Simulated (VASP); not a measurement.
Calculation: vdW-DF2, VASP's PBE PAW potentials (set 64) (plane waves; VASP 6.6.1).

The input files of a VASP run:

File KPOINTS:
```
kpoints
0
G
14 14 14
```

POSCAR:
```
Ta
1.0
 -1.6500000000   1.6500000000   1.6500000000
  1.6500000000  -1.6500000000   1.6500000000
  1.6500000000   1.6500000000  -1.6500000000
Ta
1
Direct
  0.0000000000   0.0000000000   0.0000000000
```

INCAR:
```
! general
SYSTEM  =Ta
PREC    =Accurate
ENCUT   =520   ! plane-wave cut-off (eV)
LREAL   =F
LASPH   =T   ! aspherical one-centre terms

! electronic loop
EDIFF   =1E-6
NELM    =100
ALGO    =Normal
LMAXMIX =6   ! l cut-off of mixed one-centre charges

! smearing
ISMEAR  =1   ! Methfessel-Paxton
SIGMA   =0.1   ! width (eV)

! functional
GGA     =ML
LUSE_VDW=T
AGGAC   =0.0
ZAB_VDW =-1.8867

! ions
IBRION  =2
NSW     =60
ISIF    =3   ! ions, shape and volume
EDIFFG  =-0.01

! output
LWAVE   =F
LCHARG  =F
```

POTCAR, in this order: Ta_pv (PBE.64 set). Program: vasp_std.

Output

File OUTCAR:
```
 ion  position               nearest neighbor table
   1  0.000  0.000  0.000-
  LATTYP: Found a body centered cubic cell.
 ALAT       =     3.3000000000
 Subroutine PRICEL returns:
 Original cell was already a primitive cell.
 Subroutine GETGRP returns: Found 48 space group operations
The static configuration has the point symmetry O_h .
The dynamic configuration has the point symmetry O_h .
 Subroutine INISYM returns: Found 48 space group operations
 Subroutine IBZKPT returns following result:
 Found    104 irreducible k-points:

 Following reciprocal coordinates:
            Coordinates               Weight
  0.000000  0.000000  0.000000      1.000000
  0.071429  0.000000  0.000000     12.000000
  0.142857  0.000000  0.000000     12.000000
  0.214286  0.000000  0.000000     12.000000
  0.285714  0.000000  0.000000     12.000000
  0.357143  0.000000  0.000000     12.000000
  0.428571  0.000000  0.000000     12.000000
  0.500000  0.000000  0.000000      6.000000
  0.071429  0.071429  0.000000     24.000000
  0.142857  0.071429  0.000000     48.000000
  0.214286  0.071429  0.000000     48.000000
  0.285714  0.071429 -0.000000     48.000000
  0.357143  0.071429  0.000000     48.000000
  0.428571  0.071429  0.000000     48.000000
  0.142857  0.142857  0.000000     24.000000
  0.214286  0.142857 -0.000000     48.000000
  0.285714  0.142857  0.000000     48.000000
  0.357143  0.142857 -0.000000     48.000000
  0.428571  0.142857 -0.000000     24.000000
  0.214286  0.214286  0.000000     24.000000
  0.285714  0.214286 -0.000000     48.000000
  0.357143  0.214286  0.000000     48.000000
  0.285714  0.285714  0.000000     24.000000
  0.357143  0.285714 -0.000000     24.000000
  0.071429  0.071429  0.071429      8.000000
  0.142857  0.071429  0.071429     24.000000
  0.214286  0.071429  0.071429     24.000000
  0.285714  0.071429  0.071429     24.000000
  0.357143  0.071429  0.071429     24.000000
  0.428571  0.071429  0.071429     12.000000
 -0.071429  0.071429  0.071429      6.000000
  0.142857  0.142857  0.071429     24.000000
  0.214286  0.142857  0.071429     48.000000
  0.285714  0.142857  0.071429     48.000000
  0.357143  0.142857  0.071429     48.000000
 -0.142857  0.142857  0.071429     24.000000
  0.214286  0.214286  0.071429     24.000000
  0.285714  0.214286  0.071429     48.000000
  0.357143  0.214286  0.071429     24.000000
 -0.214286  0.214286  0.071429     24.000000
   k-points           NKPTS =    104   k-points in BZ     NKDIM =    104   number of bands    NBANDS=      9
   number of dos      NEDOS =    301   number of ions     NIONS =      1
   total plane-waves  NPLWV =  13824
   dimension x,y,z NGX =    24 NGY =   24 NGZ =   24
   dimension x,y,z NGXF=    48 NGYF=   48 NGZF=   48
   ions per type =               1
   PREC   = accura    normal or accurate (medium, high low for compatibility)
   ISTART =      0    job   : 0-new  1-cont  2-samecut
   ICHARG =      2    charge: 1-file 2-atom 10-const
   ISPIN  =      1    spin polarized calculation?
   LNONCOLLINEAR =      F non collinear calculations
   LSORBIT =      F    spin-orbit coupling
   INIWAV =      1    electr: 0-lowe 1-rand  2-diag
   ENCUT  =  520.0 eV  38.22 Ry    6.18 a.u.   5.31  5.31  5.31*2*pi/ulx,y,z
   NELM   =    100;   NELMIN=  2; NELMDL= -5     # of ELM steps
   EDIFF  = 0.1E-05   stopping-criterion for ELM
   LREAL  =      F    real-space projection
   NLSPLINE    = F    spline interpolate recip. space projectors
   LMAXMIX     =    6 max onsite mixed and CHGCAR
   VOSKOWN=      0    Vosko Wilk Nusair interpolation
...
```

OSZICAR:
```
       N       E                     dE             d eps       ncg     rms          rms(c)
DAV:   1     0.512361241648E+02    0.51236E+02   -0.65915E+03  1880   0.117E+03
DAV:   2    -0.752316694070E+01   -0.58759E+02   -0.58050E+02  2435   0.250E+02
DAV:   3    -0.823545310880E+01   -0.71229E+00   -0.68629E+00  2151   0.272E+01
DAV:   4    -0.824150123377E+01   -0.60481E-02   -0.60446E-02  2103   0.188E+00
DAV:   5    -0.824155180509E+01   -0.50571E-04   -0.50569E-04  2093   0.140E-01    0.133E+01
DAV:   6    -0.797688781127E+01    0.26466E+00   -0.32105E-01  1938   0.740E+00    0.650E+00
DAV:   7    -0.790063245137E+01    0.76255E-01   -0.28366E-01  1946   0.675E+00    0.349E-01
DAV:   8    -0.790159387671E+01   -0.96143E-03   -0.45628E-03  1998   0.865E-01    0.629E-02
DAV:   9    -0.790170253643E+01   -0.10866E-03   -0.10114E-04  1979   0.134E-01    0.447E-02
DAV:  10    -0.790169161615E+01    0.10920E-04   -0.36832E-05  1971   0.909E-02    0.475E-03
DAV:  11    -0.790169204308E+01   -0.42693E-06   -0.79940E-07  1277   0.140E-02
   1 F= -.79016920E+01 E0= -.79018209E+01  d E =-.790169E+01
       N       E                     dE             d eps       ncg     rms          rms(c)
DAV:   1    -0.117269936442E+02   -0.38253E+01   -0.13515E+02  1892   0.175E+02    0.139E+01
DAV:   2    -0.817525500187E+01    0.35517E+01   -0.67206E+00  1903   0.279E+01    0.476E+00
DAV:   3    -0.766758699785E+01    0.50767E+00   -0.19969E+00  2017   0.150E+01    0.137E+00
DAV:   4    -0.768036282678E+01   -0.12776E-01   -0.24159E-02  2125   0.164E+00    0.499E-01
DAV:   5    -0.768252128726E+01   -0.21585E-02   -0.25379E-03  2149   0.336E-01    0.128E-01
DAV:   6    -0.768257623087E+01   -0.54944E-04   -0.39426E-05  2076   0.538E-02    0.986E-03
DAV:   7    -0.768257731020E+01   -0.10793E-05   -0.14372E-06  1688   0.118E-02    0.126E-03
DAV:   8    -0.768257694219E+01    0.36801E-06   -0.14842E-07   971   0.504E-03
   2 F= -.76825769E+01 E0= -.76822834E+01  d E =0.219115E+00
       N       E                     dE             d eps       ncg     rms          rms(c)
DAV:   1    -0.980222058215E+01   -0.21196E+01   -0.54886E+01  1898   0.984E+01    0.106E+01
DAV:   2    -0.828445800099E+01    0.15178E+01   -0.21199E+00  1899   0.194E+01    0.357E+00
DAV:   3    -0.795573313059E+01    0.32872E+00   -0.11571E+00  1946   0.132E+01    0.181E+00
DAV:   4    -0.796325214258E+01   -0.75190E-02   -0.15146E-02  2064   0.125E+00    0.399E-01
DAV:   5    -0.796230541738E+01    0.94673E-03   -0.43653E-03  1934   0.791E-01    0.856E-02
DAV:   6    -0.796229463602E+01    0.10781E-04   -0.54484E-05  1982   0.977E-02    0.248E-02
DAV:   7    -0.796229703896E+01   -0.24029E-05   -0.20039E-06  2040   0.135E-02    0.162E-03
DAV:   8    -0.796229701807E+01    0.20889E-07   -0.65631E-08   965   0.351E-03
   3 F= -.79622970E+01 E0= -.79623487E+01  d E =-.606050E-01
       N       E                     dE             d eps       ncg     rms          rms(c)
DAV:   1    -0.796337960529E+01   -0.10826E-02   -0.29105E-02  1901   0.243E+00    0.247E-01
DAV:   2    -0.796264315591E+01    0.73645E-03   -0.10844E-03  1909   0.409E-01    0.817E-02
DAV:   3    -0.796247830645E+01    0.16485E-03   -0.57463E-04  1942   0.284E-01    0.374E-02
DAV:   4    -0.796248247394E+01   -0.41675E-05   -0.59436E-06  2127   0.248E-02    0.393E-03
DAV:   5    -0.796248216547E+01    0.30848E-06   -0.81833E-07  1045   0.107E-02
   4 F= -.79624822E+01 E0= -.79625278E+01  d E =-.607901E-01
```

OUTCAR:
```
------------------------ aborting loop because EDIFF is reached ----------------------------------------
  FORCE on cell =-STRESS in cart. coord.  units (eV):
  Direction    XX          YY          ZZ          XY          YZ          ZX
  --------------------------------------------------------------------------------------
  Total       -0.0073932     -0.0073932     -0.0073932      0.0000000      0.0000000      0.0000000
  in kB       -0.6132014     -0.6132014     -0.6132014      0.0000000      0.0000000      0.0000000
  external PRESSURE =      -0.6132014 kB  Pullay stress =       0.0000000 kB
  volume of cell :       19.32
      direct lattice vectors                 reciprocal lattice vectors
    -1.690284576  1.690284576  1.690284576     0.000000000  0.295808178  0.295808178
     1.690284576 -1.690284576  1.690284576     0.295808178  0.000000000  0.295808178
     1.690284576  1.690284576 -1.690284576     0.295808178  0.295808178  0.000000000
 POSITION                                       TOTAL-FORCE (eV/Angst)
 -----------------------------------------------------------------------------------
      0.00000     -0.00000      0.00000        -0.000000     -0.000000     -0.000000
 -----------------------------------------------------------------------------------
    total drift:                                0.000000      0.000000      0.000000
  FREE ENERGIE OF THE ION-ELECTRON SYSTEM (eV)
  ---------------------------------------------------
  free  energy   TOTEN  =        -7.9624821655 eV

  energy  without entropy=       -7.9626191931  energy(sigma->0) =       -7.96252784

 reached required accuracy - stopping structural energy minimisation
```
(Selected blocks of OUTCAR.)

**CONTCAR**
```
Ta
   1.00000000000000
    -1.6902845759152911    1.6902845759152909    1.6902845759152909
     1.6902845759152911   -1.6902845759152909    1.6902845759152909
     1.6902845759152911    1.6902845759152909   -1.6902845759152909
  Ta
     1
Direct
     0.0000000000000000    0.0000000000000000    0.0000000000000000
```

Energy and stress use the plane-wave basis of the starting cell.

The compound is Ta in the bcc structure. This run relaxes it. Symmetry was kept, so distortions that lower it aren't found.
